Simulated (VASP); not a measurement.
Consider the following.

```
CELL_PARAMETERS angstrom
      4.07451     0.00000     0.00000
      0.00000     4.07451     0.00000
      0.00000     0.00000     4.07451
ATOMIC_POSITIONS crystal
  K  0.00000 0.00000 0.00000
  Zn 0.50000 0.50000 0.50000
  F  0.50000 0.00000 0.50000
  F  0.00000 0.50000 0.50000
  F  0.50000 0.50000 0.00000
```

Computed with vdW-DF-cx, VASP's PBE PAW potentials (set 64) (plane waves; VASP). Run with 520 eV cut-off, 6×6×6 Γ-centred mesh, tetrahedra with Blöchl corrections, potentials K_sv Zn F.

**Question.** What does the run give for the energy per atom (σ→0), band gap (on the k-mesh) with the smallest direct gap where there is one?

**Answer.** 
```
Item                                         Result
-----------------------------------  --------------
band gap (on the k-mesh)                    3.78 eV
smallest direct gap (on the k-mesh)         5.53 eV
energy per atom (σ→0)                -1.895 eV/atom
```

Only differences to runs with the same potentials and settings are physical.

The compound is KZnF3 in the cubic perovskite structure. It was relaxed first.
